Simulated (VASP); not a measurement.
All values below come from PBE GGA with D3 dispersion (zero damping), VASP's PBE PAW potentials (set 64) (plane waves; VASP).

VASP input:

INCAR:
```
SYSTEM = SnSe2
PREC = Accurate
ENCUT = 520
EDIFF = 1E-7
NELM = 100
ALGO = Normal
LREAL = .FALSE.
LASPH = .TRUE.
ISMEAR = 0
SIGMA = 0.05
GGA = PE
IVDW = 11
LMAXMIX = 4
LWAVE = .FALSE.
LCHARG = .FALSE.
ISIF = 4
IBRION = 2
NSW = 30
EDIFFG = -0.01
```

POSCAR:
```
SnSe2
1
    1.8902105180    -3.2739408694     0.0000000000
    1.8902105180     3.2739408694     0.0000000000
    0.0000000000     0.0000000000     6.1525835945
Sn Se
1 2
Direct
  1.0000000000   0.0000000000   0.0000000000
  0.3333330000   0.6666670000   0.2537145621
  0.6666670000   0.3333330000   0.7462854379
```

### KPOINTS
```
Automatic mesh
0
Gamma
7 7 4
0 0 0
```

POTCAR, in this order: Sn_d Se (PBE.64 set). Program: vasp_std.

What VASP printed:

**OSZICAR**
```
       N       E                     dE             d eps       ncg     rms          rms(c)
DAV:   1     0.192505710516E+03    0.19251E+03   -0.12696E+04   969   0.175E+03
DAV:   2     0.861911426780E+01   -0.18389E+03   -0.18004E+03  1042   0.399E+02
DAV:   3    -0.113187711923E+02   -0.19938E+02   -0.19588E+02  1192   0.120E+02
DAV:   4    -0.120002001798E+02   -0.68143E+00   -0.68043E+00  1151   0.227E+01
DAV:   5    -0.120145824318E+02   -0.14382E-01   -0.14378E-01  1406   0.345E+00    0.523E+00
DAV:   6    -0.117692651128E+02    0.24532E+00   -0.57945E-01  1433   0.870E+00    0.339E+00
DAV:   7    -0.117493316778E+02    0.19933E-01   -0.17140E-01  1241   0.303E+00    0.995E-01
DAV:   8    -0.117491282514E+02    0.20343E-03   -0.13287E-02  1158   0.125E+00    0.284E-01
DAV:   9    -0.117495967025E+02   -0.46845E-03   -0.15539E-03  1129   0.319E-01    0.830E-02
DAV:  10    -0.117496011023E+02   -0.43998E-05   -0.12154E-04  1329   0.934E-02    0.322E-02
DAV:  11    -0.117496316168E+02   -0.30514E-04   -0.50948E-05  1108   0.437E-02    0.773E-03
DAV:  12    -0.117496319924E+02   -0.37568E-06   -0.19441E-06  1342   0.126E-02    0.610E-03
DAV:  13    -0.117496325648E+02   -0.57238E-06   -0.21222E-06  1082   0.892E-03    0.160E-03
DAV:  14    -0.117496326154E+02   -0.50601E-07   -0.64803E-08   989   0.159E-03
   1 F= -.12448592E+02 E0= -.12448592E+02  d E =-.124486E+02
       N       E                     dE             d eps       ncg     rms          rms(c)
DAV:   1    -0.117672826513E+02   -0.17650E-01   -0.14199E+00   952   0.561E+00    0.348E-01
DAV:   2    -0.117731664234E+02   -0.58838E-02   -0.69639E-02  1246   0.151E+00    0.132E-01
DAV:   3    -0.117729528073E+02    0.21362E-03   -0.83636E-04  1085   0.235E-01    0.945E-02
DAV:   4    -0.117729000521E+02    0.52755E-04   -0.26391E-04  1191   0.126E-01    0.409E-02
DAV:   5    -0.117728939575E+02    0.60946E-05   -0.40370E-05  1325   0.642E-02    0.107E-02
DAV:   6    -0.117728935289E+02    0.42862E-06   -0.40438E-06  1212   0.207E-02    0.423E-03
DAV:   7    -0.117728936611E+02   -0.13221E-06   -0.12924E-06  1045   0.102E-02    0.101E-03
DAV:   8    -0.117728936710E+02   -0.99303E-08   -0.14529E-07   592   0.337E-03
   2 F= -.12472351E+02 E0= -.12472351E+02  d E =-.237584E-01
       N       E                     dE             d eps       ncg     rms          rms(c)
DAV:   1    -0.117744564373E+02   -0.15628E-02   -0.16760E+00   952   0.608E+00    0.375E-01
DAV:   2    -0.117813454400E+02   -0.68890E-02   -0.81385E-02  1245   0.162E+00    0.138E-01
DAV:   3    -0.117810984693E+02    0.24697E-03   -0.97168E-04  1075   0.251E-01    0.983E-02
DAV:   4    -0.117810418993E+02    0.56570E-04   -0.29440E-04  1187   0.132E-01    0.433E-02
DAV:   5    -0.117810351258E+02    0.67736E-05   -0.44272E-05  1323   0.684E-02    0.112E-02
DAV:   6    -0.117810346842E+02    0.44158E-06   -0.47929E-06  1181   0.225E-02    0.430E-03
DAV:   7    -0.117810347784E+02   -0.94174E-07   -0.15370E-06  1013   0.107E-02    0.104E-03
DAV:   8    -0.117810347892E+02   -0.10773E-07   -0.16154E-07   646   0.353E-03
   3 F= -.12480528E+02 E0= -.12480528E+02  d E =-.319359E-01
       N       E                     dE             d eps       ncg     rms          rms(c)
DAV:   1    -0.118189014662E+02   -0.37867E-01   -0.17643E+00   958   0.934E+00    0.103E+00
DAV:   2    -0.117999792686E+02    0.18922E-01   -0.10888E-01  1096   0.308E+00    0.591E-01
DAV:   3    -0.117908561153E+02    0.91232E-02   -0.17970E-02  1159   0.111E+00    0.236E-01
DAV:   4    -0.117899736742E+02    0.88244E-03   -0.28863E-03  1094   0.647E-01    0.700E-02
DAV:   5    -0.117899473065E+02    0.26368E-04   -0.42984E-04  1417   0.212E-01    0.279E-02
DAV:   6    -0.117899509812E+02   -0.36747E-05   -0.60560E-05  1068   0.811E-02    0.835E-03
DAV:   7    -0.117899516751E+02   -0.69391E-06   -0.49524E-06  1093   0.288E-02    0.319E-03
DAV:   8    -0.117899518689E+02   -0.19379E-06   -0.85148E-07  1359   0.106E-02    0.166E-03
DAV:   9    -0.117899519570E+02   -0.88103E-07   -0.14634E-07   748   0.382E-03
   4 F= -.12490493E+02 E0= -.12490493E+02  d E =-.996517E-02
       N       E                     dE             d eps       ncg     rms          rms(c)
DAV:   1    -0.118276767594E+02   -0.37725E-01   -0.21743E+00   959   0.104E+01    0.114E+00
DAV:   2    -0.118050609430E+02    0.22616E-01   -0.13256E-01  1078   0.342E+00    0.657E-01
DAV:   3    -0.117938071650E+02    0.11254E-01   -0.22045E-02  1179   0.118E+00    0.258E-01
DAV:   4    -0.117927691851E+02    0.10380E-02   -0.35039E-03  1078   0.678E-01    0.779E-02
DAV:   5    -0.117927337940E+02    0.35391E-04   -0.48338E-04  1414   0.230E-01    0.315E-02
DAV:   6    -0.117927378074E+02   -0.40134E-05   -0.70154E-05  1045   0.852E-02    0.916E-03
DAV:   7    -0.117927386283E+02   -0.82088E-06   -0.59619E-06  1148   0.310E-02    0.353E-03
DAV:   8    -0.117927388405E+02   -0.21224E-06   -0.97309E-07  1312   0.114E-02    0.182E-03
DAV:   9    -0.117927389352E+02   -0.94706E-07   -0.16707E-07   780   0.412E-03
   5 F= -.12494525E+02 E0= -.12494525E+02  d E =-.139967E-01
       N       E                     dE             d eps       ncg     rms          rms(c)
DAV:   1    -0.117928852851E+02   -0.14644E-03   -0.14311E-02   960   0.839E-01    0.925E-02
DAV:   2    -0.117927365782E+02    0.14871E-03   -0.85489E-04  1089   0.355E-01    0.532E-02
DAV:   3    -0.117926623089E+02    0.74269E-04   -0.14022E-04  1322   0.151E-01    0.210E-02
DAV:   4    -0.117926558521E+02    0.64568E-05   -0.26877E-05  1264   0.577E-02    0.578E-03
DAV:   5    -0.117926556607E+02    0.19141E-06   -0.33547E-06  1421   0.175E-02    0.217E-03
DAV:   6    -0.117926556645E+02   -0.38408E-08   -0.43335E-07  1005   0.649E-03
   6 F= -.12494548E+02 E0= -.12494548E+02  d E =-.140195E-01
       N       E                     dE             d eps       ncg     rms          rms(c)
DAV:   1    -0.117926539132E+02    0.17475E-05   -0.34559E-03   959   0.412E-01    0.454E-02
DAV:   2    -0.117926179020E+02    0.36011E-04   -0.20654E-04  1089   0.178E-01    0.262E-02
DAV:   3    -0.117925998475E+02    0.18055E-04   -0.33815E-05  1321   0.745E-02    0.104E-02
DAV:   4    -0.117925983132E+02    0.15343E-05   -0.64535E-06  1250   0.281E-02    0.284E-03
DAV:   5    -0.117925982565E+02    0.56666E-07   -0.82811E-07  1303   0.857E-03
   7 F= -.12494543E+02 E0= -.12494543E+02  d E =-.140147E-01
       N       E                     dE             d eps       ncg     rms          rms(c)
DAV:   1    -0.117927347518E+02   -0.13644E-03   -0.35008E-03  1029   0.439E-01    0.446E-02
DAV:   2    -0.117926904674E+02    0.44284E-04   -0.21154E-04  1344   0.171E-01    0.272E-02
DAV:   3    -0.117926726295E+02    0.17838E-04   -0.29088E-05  1300   0.737E-02    0.940E-03
DAV:   4    -0.117926706390E+02    0.19905E-05   -0.48859E-06  1413   0.280E-02    0.295E-03
DAV:   5    -0.117926706501E+02   -0.11117E-07   -0.71501E-07   964   0.707E-03
   8 F= -.12494563E+02 E0= -.12494563E+02  d E =-.199948E-04
```

**OUTCAR**
```
------------------------ aborting loop because EDIFF is reached ----------------------------------------
 Edisp (eV)   -0.70189
  FORCE on cell =-STRESS in cart. coord.  units (eV):
  Direction    XX          YY          ZZ          XY          YZ          ZX
  --------------------------------------------------------------------------------------
  Total       0.60581     0.60581     0.59780    -0.00000     0.00000     0.00000
  in kB      12.74612    12.74612    12.57756    -0.00000     0.00000     0.00000
  external pressure =       12.69 kB  Pullay stress =        0.00 kB
  volume of cell :       76.15
      direct lattice vectors                 reciprocal lattice vectors
     1.920887568 -3.327075164 -0.000000000     0.260296338 -0.150282147  0.000000000
     1.920887568  3.327075164  0.000000000     0.260296338  0.150282147  0.000000000
    -0.000000000 -0.000000000  5.957636091    -0.000000000 -0.000000000  0.167851810
 POSITION                                       TOTAL-FORCE (eV/Angst)
 -----------------------------------------------------------------------------------
      0.00000      0.00000      0.00000         0.000000     -0.000000      0.000000
      1.92089      1.10903      1.59156         0.000000      0.000000     -0.001444
      1.92089     -1.10903      4.36607        -0.000000     -0.000000      0.001444
 -----------------------------------------------------------------------------------
    total drift:                                0.000000     -0.000000      0.000000
  FREE ENERGIE OF THE ION-ELECTRON SYSTEM (eV)
  ---------------------------------------------------
  free  energy   TOTEN  =       -12.4945629366 eV

  energy  without entropy=      -12.4945629366  energy(sigma->0) =      -12.49456294

 reached required accuracy - stopping structural energy minimisation
```
(Selected blocks of OUTCAR.)

**CONTCAR**
```
SnSe2
   1.00000000000000
     1.9208875679807671   -3.3270751636410569   -0.0000000000000000
     1.9208875679807671    3.3270751636410569    0.0000000000000000
    -0.0000000000000000   -0.0000000000000000    5.9576360913875357
  Sn              Se
     1     2
Direct
     0.0000000000000000    0.0000000000000000    0.0000000000000000
     0.3333330000000032    0.6666669999999968    0.2671464839201277
     0.6666669999999968    0.3333330000000032    0.7328535160798723
```

**OUTCAR**
```
 val. band max:        4.5174778821   @ k =   0.1429   0.0000   0.0000

 cond. band min:       5.0018867414   @ k =   0.0000   0.4286   0.2500


 Fermi energy:         4.7718444347

 k-point     1 :       0.0000    0.0000    0.0000
  band No.  band energies     occupation
      1     -16.8931      2.00000
      2     -16.8931      2.00000
      3     -16.8603      2.00000
      4     -16.8486      2.00000
      5     -16.8486      2.00000
      6      -9.4520      2.00000
      7      -7.7120      2.00000
      8      -2.0071      2.00000
      9       3.7781      2.00000
     10       3.7782      2.00000
     11       3.9246      2.00000
     12       3.9246      2.00000
     13       4.4435      2.00000
     14       5.1936      0.00000
     15       7.4160      0.00000
     16       8.9926      0.00000
     17       8.9926      0.00000

 k-point     2 :       0.1429    0.0000    0.0000
  band No.  band energies     occupation
      1     -16.9008      2.00000
      2     -16.8866      2.00000
      3     -16.8562      2.00000
      4     -16.8521      2.00000
      5     -16.8477      2.00000
      6      -9.2594      2.00000
      7      -7.5993      2.00000
      8      -1.9361      2.00000
      9       2.0442      2.00000
     10       3.0082      2.00000
     11       3.0590      2.00000
     12       4.2704      2.00000
     13       4.5175      2.00000
     14       6.4001      0.00000
     15       8.0495      0.00000
     16       8.7727      0.00000
     17       9.2509      0.00000

 k-point     3 :       0.2857   -0.0000    0.0000
  band No.  band energies     occupation
      1     -16.9209      2.00000
      2     -16.8764      2.00000
      3     -16.8630      2.00000
      4     -16.8412      2.00000
      5     -16.8408      2.00000
      6      -8.7262      2.00000
      7      -7.3691      2.00000
      8      -2.0247      2.00000
      9       0.5826      2.00000
     10       1.7046      2.00000
     11       2.3045      2.00000
...
```

Unless said otherwise, spin-orbit coupling is left out, though it shifts the bands of the heavy elements here.

The compound is SnSe2 in the 1T layered structure. This cell is one point of a volume scan, at 0.94 of the reference volume. Symmetry was kept, so distortions that lower it aren't found.
